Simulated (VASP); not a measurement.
Li (bcc) relaxed at rising pressure, in one space group throughout; other phases were not tried. The pressures are those reached. All values below come from LDA (Ceperley-Alder, Perdew-Zunger), VASP's LDA PAW potentials (set 64) (plane waves; VASP).

```csv
P (GPa),V (Å³/atom),k-mesh
-0.07,18.854,15×15×15
5.20,14.952,16×16×16
10.03,13.148,17×17×17
20.22,11.025,18×18×18
29.99,9.803,19×19×19
```

A change of mesh leaves a small step in the series.

Q: Fit an equation of state and predict the volume at 44.96 GPa.

A: Least squares on the third-order Birch-Murnaghan form, P = (3B0/2)(y⁷ − y⁵)[1 + (3/4)(B′ − 4)(y² − 1)] with y = (V0/V)^(1/3), gives V0 = 18.797 Å³/atom, B0 = 15 GPa and B′ = 3.6, and so 8.565 Å³/atom. The run gave 8.611 Å³/atom, +0.5 % from the fit.

Pressures at which the relaxation failed are left out.

The compound is Li in the bcc structure.
